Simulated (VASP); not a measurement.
A run of VASP 6.6.1:

File INCAR:

```
ALGO = Normal ; EDIFF = 1E-6
EDIFFG = -0.005 ; ENCUT = 600
GGA = PS ; IBRION = 2
ISIF = 3 ; ISMEAR = 0
LASPH = True ; LCHARG = False
LREAL = False ; LWAVE = False
NELM = 100 ; NSW = 100
PREC = Accurate ; SIGMA = 0.1
```

The input KPOINTS:

```
k-points
0
Gamma
  12 12 12
```

POSCAR

```
Be2Sn
1.0
    0.0000000000      2.8799607702      2.8799607702
    2.8799607702      0.0000000000      2.8799607702
    2.8799607702      2.8799607702      0.0000000000
Be Sn
2 1
Direct
    0.7500000000      0.7500000000      0.7500000000
    0.2500000000      0.2500000000      0.2500000000
    0.0000000000      0.0000000000      0.0000000000
```

Potentials or basis: VASP PAW PBE potentials, release 64 (Be, Sn_d).

Command:

```sh
$ cat potpaw_PBE.64/Be/POTCAR potpaw_PBE.64/Sn_d/POTCAR > POTCAR
$ mpirun -np 1 vasp_std > vasp.out
```

Hardware: 1 thread of Intel(R) Xeon(R) Platinum 8488C (Sapphire Rapids), with other jobs on the host.

How long does it take, and how much memory?

Run time: 87 s on 1 thread of Intel(R) Xeon(R) Platinum 8488C (Sapphire Rapids), on a shared host, peak memory 0.23 GiB. Counts: scf iterations 20, k points 72, ion steps 3.
